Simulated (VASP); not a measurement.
Input:

```
CsCl
1.0
    4.20240     0.00000     0.00000
    0.00000     4.20240     0.00000
    0.00000     0.00000     4.20240
Cs Cl
1 1
Direct
  0.00000   0.00000   0.00000
  0.50000   0.50000   0.50000
```

These are PBE GGA, VASP's PBE PAW potentials (set 64) (plane waves; VASP) values and carry that method's errors. Run with 400 eV cut-off, 5×5×5 Γ-centred mesh, Gaussian smearing of 0.050 eV, potentials Cs_sv Cl.

Unless said otherwise, spin-orbit coupling is left out, though it shifts the bands of the heavy elements here.

Q: Estimate the energy per atom (σ→0), band gap (on the k-mesh) with the smallest direct gap where there is one.

A: 
The band gap (on the k-mesh) is 5.01 eV. The smallest direct gap (on the k-mesh) is 5.01 eV and the energy per atom (σ→0) comes out as -3.271 eV/atom.

Only differences to runs with the same potentials and settings are physical.

The compound is CsCl in the CsCl type structure. The cell was not relaxed at this level.
